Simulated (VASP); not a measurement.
All values below come from PW91 GGA, VASP's PBE PAW potentials (set 64) (plane waves; VASP).

VASP ran on this input.

### INCAR
```
! general
SYSTEM   =  TiAl
PREC     =  Accurate
ENCUT    =  520   ! plane-wave cut-off (eV)
LREAL    =  .False.   ! projection in real space or not
LASPH    =  .True.   ! aspherical one-centre terms

! electronic loop
EDIFF    =  1E-7
NELM     =  100   ! most electronic steps
ALGO     =  Normal   ! blocked Davidson
LMAXMIX  =  4   ! l cut-off of mixed one-centre charges

! smearing
ISMEAR   =  1
SIGMA    =  0.1   ! width (eV)

! functional
GGA      =  91

! ions
IBRION   =  2
NSW      =  30   ! most ionic steps
ISIF     =  4
EDIFFG   =  -0.01

! output
LWAVE    =  .False.
LCHARG   =  .False.
```

**KPOINTS**
```
Automatic mesh
0
Gamma
13 13 9
0 0 0
```

POSCAR:
```
TiAl
1
    2.7969805717     0.0000000000     0.0000000000
    0.0000000000     2.7969805717     0.0000000000
    0.0000000000     0.0000000000     4.0232518222
Ti Al
1 1
Direct
  0.0000000000   0.0000000000   0.0000000000
  0.5000000000   0.5000000000   0.5000000000
```

POTCAR, in this order: Ti_sv Al (PBE.64 set). Program: vasp_std.

Estimate the energy per atom (σ→0), pressure, band gap (on the k-mesh).

```yaml
energy per atom (σ→0): -6.143 eV/atom
band gap (on the k-mesh): none (metal, semimetal or under 0.01 eV)
pressure: 3.66 GPa
```

### OSZICAR
```
...
DAV:   8    -0.122876514251E+02    0.96082E-02   -0.14898E-01  3490   0.442E+00    0.519E-01
DAV:   9    -0.122859460881E+02    0.17053E-02   -0.29221E-02  3661   0.230E+00    0.238E-01
DAV:  10    -0.122860774076E+02   -0.13132E-03   -0.18657E-03  3767   0.499E-01    0.568E-02
DAV:  11    -0.122860584769E+02    0.18931E-04   -0.48611E-04  4052   0.247E-01    0.472E-02
DAV:  12    -0.122860591147E+02   -0.63773E-06   -0.32040E-05  3542   0.631E-02    0.107E-02
DAV:  13    -0.122860583804E+02    0.73426E-06   -0.97701E-07  4384   0.970E-03    0.819E-03
DAV:  14    -0.122860583681E+02    0.12274E-07   -0.99869E-07  3429   0.127E-02
   1 F= -.12286058E+02 E0= -.12285885E+02  d E =-.122861E+02
```

The compound is TiAl in the L1_0 structure. This cell is one point of a volume scan, at 0.97 of the reference volume. The electron count is odd and the run is not spin-polarised, which forces a metal.
